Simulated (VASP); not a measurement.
Here is a VASP 6.6.1 calculation.

POSCAR

```
TiTl
1.0
    2.9849180000      0.0000000000      0.0000000000
    0.0000000000      2.9849180000      0.0000000000
    0.0000000000      0.0000000000      9.2034990000
Ti Tl
2 2
Direct
    0.0000000000      0.5000000000      0.6080000000
    0.5000000000      0.0000000000      0.3920000000
    0.0000000000      0.5000000000      0.1300000000
    0.5000000000      0.0000000000      0.8700000000
```

The input INCAR.step1:

```
PREC = Accurate
ENCUT = 520
EDIFF = 1E-5
ISMEAR = -1
SIGMA = 0.0984
LREAL = F
LASPH = T
NELM = 60
ALGO = Normal
ISIF = 2
LWAVE = T
LCHARG = F
NBANDS = 33
GGA = PE
```

The input INCAR.step2:

```
PREC = Accurate
ENCUT = 520
EDIFF = 1E-6
ISMEAR = -1
SIGMA = 0.0984
LREAL = F
LASPH = T
NELM = 60
ALGO = Normal
ISIF = 2
LWAVE = F
LCHARG = F
GGA = PE
LHFCALC = T
AEXX = 0.25
PRECFOCK = Normal
HFRCUT = -1
NBANDS = 33
ISTART = 1
```

Contents of KPOINTS:

```
Automatic mesh
0
Gamma
  4 4 1
```

Potentials or basis: VASP PAW PBE potentials, release 64 (Ti_sv, Tl_d).

Command:

```sh
$ cat potpaw_PBE.64/Ti_sv/POTCAR potpaw_PBE.64/Tl_d/POTCAR > POTCAR
$ cp INCAR.step1 INCAR
$ mpirun -np 1 vasp_std > vasp.out
$ cp INCAR.step2 INCAR
$ mpirun -np 1 vasp_std > vasp.out
```

(1) Predict the largest force.

(2) Predict the pressure.

(3) Estimate the band gap on the k mesh.

Answers

(1) 2.048 eV/Å.

(2) 1.8 GPa.

(3) none (metal or under the smearing width).

Caveat: the k mesh is coarse (spacing up to 0.68 Å⁻¹), so the values aren't converged, least of all with exact exchange; the PAW data sets were made with another functional, which shifts forces and pressure a little.
